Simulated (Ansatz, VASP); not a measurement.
This is a calculation of WBrCl3O for Ansatz 0.2.0.

File input.yaml:

```yaml
crystal:
  lattice:
    - [3.8771469557, 0.0, 0.0]
    - [1.92872977, 6.511032658, 0.0]
    - [1.9339583943, 0.0740541254, 6.5659754148]
  atoms:
    - { symbol: W, position: [0.033238, 0.993124, 0.990642] }
    - { symbol: Br, position: [0.798632, 0.193846, 0.320087] }
    - { symbol: Cl, position: [0.32585, 0.820512, 0.700956] }
    - { symbol: Cl, position: [0.154607, 0.67999, 0.176486] }
    - { symbol: Cl, position: [0.019746, 0.306052, 0.80701] }
    - { symbol: O, position: [0.567867, 0.997504, 0.995542] }
hamiltonian:
  xc: pbe
  pseudopotentials: { kind: paw }
kpoints:
  mp_grid: { grid: [8, 4, 4] }
scf:
  occupations: { method: fermi_dirac, width: 0.05 }
output:
  forces: true
  stress: true
  eigenvalues: true
```

Potentials or basis: Ansatz PAW.

Launch:

```console
$ ansatz run input.yaml --threads 2 --pin off --max-ram 5120MiB --backend cpu --events-out ev --progress --plain --runs-dir out
```

**Question.** Translate it to VASP 6.6.1. Potentials there: VASP PAW PBE potentials, release 64 (W_sv, Br, Cl, O).

**Answer.** As run (the cutoff follows the program's own potentials):

The input INCAR:

```
SYSTEM = WBrCl3O
ALGO     = Normal         ! electronic algorithm
EDIFF    = 1E-7           ! SCF threshold, eV
ENCUT    = 520            ! plane-wave cutoff, eV
GGA      = PE             ! functional
ISIF     = 2              ! what is computed and relaxed
ISMEAR   = -1             ! smearing method
LASPH    = .TRUE.         ! aspherical terms in the spheres
LCHARG   = .FALSE.        ! write CHGCAR
LREAL    = .FALSE.        ! projectors in reciprocal space
LWAVE    = .FALSE.        ! write WAVECAR
NBANDS   = 33             ! bands
NELM     = 80             ! most SCF steps
PREC     = Accurate       ! precision mode
SIGMA    = 0.05           ! smearing width, eV
```

Contents of KPOINTS:

```
k-points
0
G
  8 4 4
  0 0 0
```

Contents of POSCAR:

```
WBrCl3O
1.0
    3.8771469557      0.0000000000      0.0000000000
    1.9287297700      6.5110326580      0.0000000000
    1.9339583943      0.0740541254      6.5659754148
W Br Cl O
1 1 3 1
Direct
    0.0332380000      0.9931240000      0.9906420000
    0.7986320000      0.1938460000      0.3200870000
    0.3258500000      0.8205120000      0.7009560000
    0.1546070000      0.6799900000      0.1764860000
    0.0197460000      0.3060520000      0.8070100000
    0.5678670000      0.9975040000      0.9955420000
```

Potentials or basis: VASP PAW PBE potentials, release 64 (W_sv, Br, Cl, O).

Launch:

```bash
$ cat potpaw_PBE.64/W_sv/POTCAR potpaw_PBE.64/Br/POTCAR potpaw_PBE.64/Cl/POTCAR potpaw_PBE.64/O/POTCAR > POTCAR
$ mpirun -np 1 vasp_std > vasp.out
```

Both were run:

|  | VASP | Ansatz | Ansatz less VASP |
| --- | --- | --- | --- |
| gap on the k mesh at the Fermi level (eV) | 1.35 | 1.35 | 0.000 |
| least direct gap on the mesh (eV) | 1.38 | 1.38 | 0.000 |
| pressure (GPa) | -1.0 | -1.1 | -0.16 |
| largest component of the traceless stress (GPa) | 1.63 | 1.62 | -0.009 |
| rms of the force components (eV/Å) | 0.549 | 0.573 | +0.0238 |

Atom by atom the forces differ by 0.098 eV/Å (rms over components).

Caveats: spin-orbit coupling is left out, which moves the levels of the heavy elements. A k mesh can miss the band edges.
